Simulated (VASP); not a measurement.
Output of a VASP run:

OUTCAR:
```
 ion  position               nearest neighbor table
   1  0.000  0.000  0.000-   2 2.50   3 2.50   4 2.50   2 2.50   3 2.50   2 2.50   4 2.50   2 2.50
                             3 2.50   4 2.50   3 2.50   4 2.50
   2  0.000  0.500  0.500-   1 2.50   3 2.50   4 2.50   1 2.50   4 2.50   1 2.50   3 2.50   1 2.50
                             3 2.50   4 2.50   4 2.50   3 2.50
   3  0.500  0.000  0.500-   1 2.50   2 2.50   4 2.50   1 2.50   4 2.50   2 2.50   4 2.50   4 2.50
                             1 2.50   2 2.50   1 2.50   2 2.50
   4  0.500  0.500  0.000-   1 2.50   2 2.50   3 2.50   2 2.50   3 2.50   1 2.50   3 2.50   3 2.50
                             1 2.50   2 2.50   2 2.50   1 2.50
  LATTYP: Found a simple cubic cell.
 ALAT       =     3.5335826190
 Subroutine PRICEL returns:
 Original cell was already a primitive cell.
 Subroutine GETGRP returns: Found 48 space group operations
The static configuration has the point symmetry O_h .
The dynamic configuration has the point symmetry O_h .
 Subroutine INISYM returns: Found 48 space group operations
 Subroutine IBZKPT returns following result:
 Found     56 irreducible k-points:

 Following reciprocal coordinates:
            Coordinates               Weight
  0.000000  0.000000  0.000000      1.000000
  0.100000  0.000000  0.000000      6.000000
  0.200000  0.000000  0.000000      6.000000
  0.300000  0.000000  0.000000      6.000000
  0.400000  0.000000  0.000000      6.000000
  0.500000  0.000000  0.000000      3.000000
  0.100000  0.100000  0.000000     12.000000
  0.200000  0.100000  0.000000     24.000000
  0.300000  0.100000  0.000000     24.000000
  0.400000  0.100000  0.000000     24.000000
  0.500000  0.100000  0.000000     12.000000
  0.200000  0.200000  0.000000     12.000000
  0.300000  0.200000  0.000000     24.000000
  0.400000  0.200000  0.000000     24.000000
  0.500000  0.200000  0.000000     12.000000
  0.300000  0.300000  0.000000     12.000000
  0.400000  0.300000  0.000000     24.000000
  0.500000  0.300000  0.000000     12.000000
  0.400000  0.400000  0.000000     12.000000
  0.500000  0.400000  0.000000     12.000000
  0.500000  0.500000  0.000000      3.000000
  0.100000  0.100000  0.100000      8.000000
  0.200000  0.100000  0.100000     24.000000
  0.300000  0.100000  0.100000     24.000000
  0.400000  0.100000  0.100000     24.000000
  0.500000  0.100000  0.100000     12.000000
  0.200000  0.200000  0.100000     24.000000
  0.300000  0.200000  0.100000     48.000000
  0.400000  0.200000  0.100000     48.000000
  0.500000  0.200000  0.100000     24.000000
  0.300000  0.300000  0.100000     24.000000
  0.400000  0.300000  0.100000     48.000000
  0.500000  0.300000  0.100000     24.000000
  0.400000  0.400000  0.100000     24.000000
  0.500000  0.400000  0.100000     24.000000
  0.500000  0.500000  0.100000      6.000000
  0.200000  0.200000  0.200000      8.000000
  0.300000  0.200000  0.200000     24.000000
  0.400000  0.200000  0.200000     24.000000
  0.500000  0.200000  0.200000     12.000000
   k-points           NKPTS =     56   k-points in BZ     NKDIM =     56   number of bands    NBANDS=     21
   number of dos      NEDOS =    601   number of ions     NIONS =      4
   total plane-waves  NPLWV =  21952
   dimension x,y,z NGX =    28 NGY =   28 NGZ =   28
   dimension x,y,z NGXF=    56 NGYF=   56 NGZF=   56
   ions per type =               1   3
   PREC   = accura    normal or accurate (medium, high low for compatibility)
   ISTART =      0    job   : 0-new  1-cont  2-samecut
   ICHARG =      2    charge: 1-file 2-atom 10-const
   ISPIN  =      1    spin polarized calculation?
   LNONCOLLINEAR =      F non collinear calculations
   LSORBIT =      F    spin-orbit coupling
   INIWAV =      1    electr: 0-lowe 1-rand  2-diag
   ENCUT  =  520.0 eV  38.22 Ry    6.18 a.u.   6.57  6.57  6.57*2*pi/ulx,y,z
   NELM   =    100;   NELMIN=  2; NELMDL= -5     # of ELM steps
   EDIFF  = 0.1E-06   stopping-criterion for ELM
   LREAL  =      F    real-space projection
   NLSPLINE    = F    spline interpolate recip. space projectors
...
```

### OSZICAR
```
       N       E                     dE             d eps       ncg     rms          rms(c)
DAV:   1     0.201695174952E+03    0.20170E+03   -0.15881E+04  2368   0.216E+03
DAV:   2    -0.139963457464E+02   -0.21569E+03   -0.20851E+03  2352   0.372E+02
DAV:   3    -0.249159704448E+02   -0.10920E+02   -0.10513E+02  2619   0.110E+02
DAV:   4    -0.251803046975E+02   -0.26433E+00   -0.26150E+00  2773   0.151E+01
DAV:   5    -0.251896136497E+02   -0.93090E-02   -0.93003E-02  2759   0.274E+00    0.187E+01
DAV:   6    -0.252174357291E+02   -0.27822E-01   -0.53009E+01  2774   0.118E+02    0.171E+01
DAV:   7    -0.217982287012E+02    0.34192E+01   -0.15570E+01  2627   0.657E+01    0.415E+00
DAV:   8    -0.217689181137E+02    0.29311E-01   -0.68756E-01  2474   0.625E+00    0.140E+00
DAV:   9    -0.217524229516E+02    0.16495E-01   -0.34802E-02  3235   0.270E+00    0.588E-01
DAV:  10    -0.217504516757E+02    0.19713E-02   -0.30831E-03  3056   0.426E-01    0.266E-01
DAV:  11    -0.217499704670E+02    0.48121E-03   -0.89637E-04  3606   0.362E-01    0.539E-02
DAV:  12    -0.217499676355E+02    0.28316E-05   -0.12330E-04  2625   0.132E-01    0.159E-02
DAV:  13    -0.217499683533E+02   -0.71787E-06   -0.86292E-06  2722   0.195E-02    0.873E-03
DAV:  14    -0.217499682957E+02    0.57616E-07   -0.59601E-07  2646   0.832E-03
   1 F= -.21749968E+02 E0= -.21749968E+02  d E =0.000000E+00
```

### OUTCAR
```
------------------------ aborting loop because EDIFF is reached ----------------------------------------
  FORCE on cell =-STRESS in cart. coord.  units (eV):
  Direction    XX          YY          ZZ          XY          YZ          ZX
  --------------------------------------------------------------------------------------
  Total       -0.0219979     -0.0219979     -0.0219979      0.0000000      0.0000000     -0.0000000
  in kB       -0.7988148     -0.7988148     -0.7988148      0.0000000      0.0000000     -0.0000000
  external PRESSURE =      -0.7988148 kB  Pullay stress =       0.0000000 kB
  volume of cell :       44.12
      direct lattice vectors                 reciprocal lattice vectors
     3.533582619  0.000000000  0.000000000     0.282998902  0.000000000  0.000000000
     0.000000000  3.533582619  0.000000000     0.000000000  0.282998902  0.000000000
     0.000000000  0.000000000  3.533582619     0.000000000  0.000000000  0.282998902
 POSITION                                       TOTAL-FORCE (eV/Angst)
 -----------------------------------------------------------------------------------
      0.00000      0.00000      0.00000         0.000000      0.000000      0.000000
      0.00000      1.76679      1.76679         0.000000      0.000000      0.000000
      1.76679      0.00000      1.76679         0.000000      0.000000      0.000000
      1.76679      1.76679      0.00000         0.000000      0.000000      0.000000
 -----------------------------------------------------------------------------------
    total drift:                                0.000000      0.000000      0.000000
  FREE ENERGIE OF THE ION-ELECTRON SYSTEM (eV)
  ---------------------------------------------------
  free  energy   TOTEN  =       -21.7499682957 eV

  energy  without entropy=      -21.7499682957  energy(sigma->0) =      -21.74996830

 total charge

# of ion       s       p       d       tot
------------------------------------------
    1        0.731   0.810   0.000   1.541
    2        0.472   0.545   8.392   9.409
    3        0.472   0.545   8.392   9.409
    4        0.472   0.545   8.392   9.409
--------------------------------------------------
tot          2.147   2.445  25.175  29.767

 Electric field gradients after diagonalization (V/A^2)
 (convention: |V_zz| > |V_xx| > |V_yy|)
----------------------------------------------------------------------
 ion       V_xx      V_yy      V_zz     asymmetry (V_yy - V_xx)/ V_zz
----------------------------------------------------------------------
   1      -0.000    -0.000    -0.000      -0.347
   2      21.171    21.171   -42.341       0.000
   3      21.171    21.171   -42.341       0.000
   4      21.171    21.171   -42.341       0.000
```
(Selected blocks of OUTCAR.)

File POSCAR:
```
Ni3Si
1
    3.5335826190     0.0000000000     0.0000000000
    0.0000000000     3.5335826190     0.0000000000
    0.0000000000     0.0000000000     3.5335826190
Si Ni
1 3
Direct
  0.0000000000   0.0000000000   0.0000000000
  0.0000000000   0.5000000000   0.5000000000
  0.5000000000   0.0000000000   0.5000000000
  0.5000000000   0.5000000000   0.0000000000
```

### Question
Write an INCAR and KPOINTS that could have produced this output.

### Answer
This is not unique; one that fits is the input of the run itself, RPBE GGA, plane waves, VASP's PBE PAW potentials (set 64).

File KPOINTS:
```
Automatic mesh
0
Gamma
10 10 10
0 0 0
```

INCAR:
```
SYSTEM = Ni3Si
PREC = Accurate; ENCUT = 520; LREAL = .FALSE.
LASPH = .TRUE.
EDIFF = 1E-7; NELM = 100; ALGO = Normal
LMAXMIX = 4
ISMEAR = -5
GGA = RP
ISIF = 2
LWAVE = .FALSE.; LCHARG = .TRUE.; LORBIT = 11
NEDOS = 601
LEFG = .TRUE.
```

POTCAR, in this order: Si Ni (PBE.64 set). Program: vasp_std.

For a metal the tetrahedron method with Blöchl corrections gives inexact stress and forces.

The compound is Ni3Si in the L1_2 structure. It was relaxed first. The run is not spin-polarised, so no magnetic state was tried.
